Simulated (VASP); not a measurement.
An input for Ansatz (written as the equivalent of a VASP run, and not itself run):

Ansatz 0.2 input:
```yaml
crystal:
  lattice:
    - [0.0000000, 2.9935011, 2.9935011]
    - [2.9935011, 0.0000000, 2.9935011]
    - [2.9935011, 2.9935011, 0.0000000]
  atoms:
    - { symbol: Mg, position: [0.2500000, 0.2500000, 0.2500000] }
    - { symbol: Mg, position: [0.7500000, 0.7500000, 0.7500000] }
    - { symbol: Si, position: [0.0000000, 0.0000000, 0.0000000] }
kpoints:
  mp_grid: { grid: [9, 9, 9] }
hamiltonian:
  xc: lda
  pseudopotentials: { kind: paw }
scf:
  occupations: { method: methfessel_paxton, width: 0.1 }
  max_iter: 100
relax:
  max_steps: 40
  f_tol: 0.02
  cell: { p_target: 10 }
output: { forces: true, stress: true, eigenvalues: true }
```

Task: Write the VASP files for the same calculation (LDA).

Result: One answer among several that fit: 
### POSCAR
```
Mg2Si
1.0
  0.0000000000   2.9935010866   2.9935010866
  2.9935010866   0.0000000000   2.9935010866
  2.9935010866   2.9935010866   0.0000000000
Mg Si
2 1
Cartesian
  1.4967505433   1.4967505433   1.4967505433
  4.4902516299   4.4902516299   4.4902516299
  0.0000000000   0.0000000000   0.0000000000
```

**INCAR**
```
SYSTEM = Mg2Si
PREC = Accurate
ENCUT = 500
EDIFF = 1E-6
NELM = 100
ALGO = Normal
LREAL = .FALSE.
LASPH = .TRUE.
ISMEAR = 1
SIGMA = 0.1
LWAVE = .FALSE.
LCHARG = .FALSE.
IBRION = 2
ISIF = 3
NSW = 40
EDIFFG = -0.02
PSTRESS = 100
```

File KPOINTS:
```
kpoints
0
gamma
  9 9 9
```

POTCAR, in this order: Mg Si (LDA.64 set). Program: vasp_std.

What does not carry over: each code has its own PAW files, so the cut-off isn't converted (ENCUT is set for VASP's; basis.ecutwfc is left out, and Ansatz then takes the one that its files recommend); Ansatz stops its SCF on the density residual and VASP on the energy change (EDIFF); Ansatz's lda is the Perdew-Wang form, while the LDA potentials of VASP carry Perdew-Zunger's.

The compound is Mg2Si in the antifluorite structure. It was relaxed first under an external pressure of 10 GPa.
